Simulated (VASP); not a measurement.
All values below come from rev-vdW-DF2, VASP's PBE PAW potentials (set 64) (plane waves; VASP).

The input files of a VASP run:

File KPOINTS:
```
kpoints
0
gamma
  13 13 12
0 0 0
```

POSCAR:
```
WC
1
    1.4550000000    -2.5201340000     0.0000000000
    1.4550000000     2.5201340000     0.0000000000
    0.0000000000     0.0000000000     2.8400000000
W C
1 1
Direct
  0.0000000000   0.0000000000   0.0000000000
  0.3333330000   0.6666670000   0.5000000000
```

INCAR:
```
SYSTEM = WC
PREC = Accurate
ENCUT = 520
EDIFF = 1E-6
NELM = 100
ALGO = Normal
LREAL = .FALSE.
LASPH = .TRUE.
ISMEAR = 1
SIGMA = 0.1
GGA = MK
PARAM1 = 0.1234568
PARAM2 = 0.7114
ZAB_VDW = -1.8867
LUSE_VDW = .TRUE.
AGGAC = 0.0
LMAXMIX = 6
LWAVE = .FALSE.
LCHARG = .FALSE.
IBRION = 2
ISIF = 3
NSW = 60
EDIFFG = -0.01
```

POTCAR, in this order: W_sv C (PBE.64 set). Program: vasp_std.

The resulting files:

**OSZICAR**
```
       N       E                     dE             d eps       ncg     rms          rms(c)
DAV:   1     0.112920676229E+03    0.11292E+03   -0.98372E+03  3822   0.154E+03
DAV:   2    -0.182310368555E+02   -0.13115E+03   -0.12770E+03  4402   0.380E+02
DAV:   3    -0.221013931355E+02   -0.38704E+01   -0.38371E+01  4570   0.607E+01
DAV:   4    -0.221381246224E+02   -0.36731E-01   -0.36701E-01  4232   0.626E+00
DAV:   5    -0.221384445195E+02   -0.31990E-03   -0.31987E-03  4557   0.594E-01    0.321E+01
DAV:   6    -0.191498091074E+02    0.29886E+01   -0.97615E+00  4317   0.318E+01    0.838E+00
DAV:   7    -0.190780885035E+02    0.71721E-01   -0.44084E-01  4022   0.605E+00    0.617E+00
DAV:   8    -0.190534834677E+02    0.24605E-01   -0.68891E-02  4227   0.253E+00    0.891E-01
DAV:   9    -0.190524700136E+02    0.10135E-02   -0.33963E-03  4097   0.473E-01    0.144E-01
DAV:  10    -0.190524498338E+02    0.20180E-04   -0.29919E-04  4477   0.230E-01    0.705E-02
DAV:  11    -0.190524487896E+02    0.10442E-05   -0.19490E-05  4207   0.420E-02    0.116E-02
DAV:  12    -0.190524477004E+02    0.10891E-05   -0.54354E-06  4097   0.230E-02    0.307E-03
DAV:  13    -0.190524477193E+02   -0.18829E-07   -0.10748E-07  1966   0.340E-03
   1 F= -.19052448E+02 E0= -.19052339E+02  d E =-.190524E+02
       N       E                     dE             d eps       ncg     rms          rms(c)
DAV:   1    -0.191093429342E+02   -0.56895E-01   -0.15059E+00  3887   0.181E+01    0.351E+00
DAV:   2    -0.190567669355E+02    0.52576E-01   -0.13810E-01  3922   0.465E+00    0.700E-01
DAV:   3    -0.190488462122E+02    0.79207E-02   -0.15657E-02  4092   0.108E+00    0.242E-01
DAV:   4    -0.190474815384E+02    0.13647E-02   -0.41564E-03  4197   0.743E-01    0.289E-01
DAV:   5    -0.190475049345E+02   -0.23396E-04   -0.25870E-04  4287   0.188E-01    0.237E-02
DAV:   6    -0.190474897041E+02    0.15230E-04   -0.46167E-05  4327   0.529E-02    0.302E-03
DAV:   7    -0.190474898904E+02   -0.18631E-06   -0.24121E-06  3706   0.145E-02
   2 F= -.19047490E+02 E0= -.19047347E+02  d E =0.495783E-02
       N       E                     dE             d eps       ncg     rms          rms(c)
DAV:   1    -0.190857138630E+02   -0.38224E-01   -0.78672E-01  3887   0.129E+01    0.261E+00
DAV:   2    -0.190581459307E+02    0.27568E-01   -0.67604E-02  3927   0.336E+00    0.509E-01
DAV:   3    -0.190539287025E+02    0.42172E-02   -0.78903E-03  4122   0.797E-01    0.178E-01
DAV:   4    -0.190532363889E+02    0.69231E-03   -0.20231E-03  4207   0.520E-01    0.221E-01
DAV:   5    -0.190532530044E+02   -0.16615E-04   -0.13447E-04  4302   0.135E-01    0.163E-02
DAV:   6    -0.190532471351E+02    0.58694E-05   -0.22415E-05  4322   0.375E-02    0.193E-03
DAV:   7    -0.190532469257E+02    0.20936E-06   -0.88621E-07  2097   0.979E-03
   3 F= -.19053247E+02 E0= -.19053127E+02  d E =-.799206E-03
       N       E                     dE             d eps       ncg     rms          rms(c)
DAV:   1    -0.190533635675E+02   -0.11643E-03   -0.40658E-03  3832   0.767E-01    0.530E-02
DAV:   2    -0.190532788220E+02    0.84745E-04   -0.16879E-04  4077   0.129E-01    0.286E-02
DAV:   3    -0.190532481701E+02    0.30652E-04   -0.72206E-05  4147   0.781E-02    0.106E-02
DAV:   4    -0.190532480823E+02    0.87834E-07   -0.21595E-06  3543   0.153E-02
   4 F= -.19053248E+02 E0= -.19053139E+02  d E =-.115654E-05
       N       E                     dE             d eps       ncg     rms          rms(c)
DAV:   1    -0.190532833625E+02   -0.35192E-04   -0.96453E-04  3832   0.374E-01    0.254E-02
DAV:   2    -0.190532637456E+02    0.19617E-04   -0.40005E-05  4077   0.627E-02    0.137E-02
DAV:   3    -0.190532566829E+02    0.70627E-05   -0.16399E-05  4157   0.371E-02    0.513E-03
DAV:   4    -0.190532566688E+02    0.14036E-07   -0.47470E-07  2311   0.731E-03
   5 F= -.19053257E+02 E0= -.19053142E+02  d E =-.974314E-05
```

OUTCAR:
```
------------------------ aborting loop because EDIFF is reached ----------------------------------------
  FORCE on cell =-STRESS in cart. coord.  units (eV):
  Direction    XX          YY          ZZ          XY          YZ          ZX
  --------------------------------------------------------------------------------------
  Total       -0.0008978     -0.0008978     -0.0017500      0.0000000     -0.0000000     -0.0000000
  in kB       -0.0686773     -0.0686773     -0.1338629      0.0000000     -0.0000000     -0.0000000
  external PRESSURE =      -0.0904058 kB  Pullay stress =       0.0000000 kB
  volume of cell :       20.95
      direct lattice vectors                 reciprocal lattice vectors
     1.458104046 -2.525510365 -0.000000000     0.342911057 -0.197979785 -0.000000000
     1.458104046  2.525510365 -0.000000000     0.342911057  0.197979785 -0.000000000
     0.000000000 -0.000000000  2.843942800     0.000000000 -0.000000000  0.351624512
 POSITION                                       TOTAL-FORCE (eV/Angst)
 -----------------------------------------------------------------------------------
      0.00000      0.00000      0.00000         0.000000     -0.000000      0.000000
      1.45810      0.84184      1.42197        -0.000000      0.000000     -0.000000
 -----------------------------------------------------------------------------------
    total drift:                               -0.000000     -0.000390     -0.000000
  FREE ENERGIE OF THE ION-ELECTRON SYSTEM (eV)
  ---------------------------------------------------
  free  energy   TOTEN  =       -19.0532566688 eV

  energy  without entropy=      -19.0529140094  energy(sigma->0) =      -19.05314245

 reached required accuracy - stopping structural energy minimisation
```
(Selected blocks of OUTCAR.)

**CONTCAR**
```
WC
   1.00000000000000
     1.4581040455131200   -2.5255103650178148   -0.0000000000000000
     1.4581040455131200    2.5255103650178148   -0.0000000000000000
     0.0000000000000000   -0.0000000000000000    2.8439427996288256
  W               C
     1     1
Direct
     0.0000000000000000    0.0000000000000000    0.0000000000000000
     0.3333330000000032    0.6666669999999968    0.5000000000000000
```

The compound is WC in the wc structure. This run relaxes it. Symmetry was kept, so distortions that lower it aren't found.
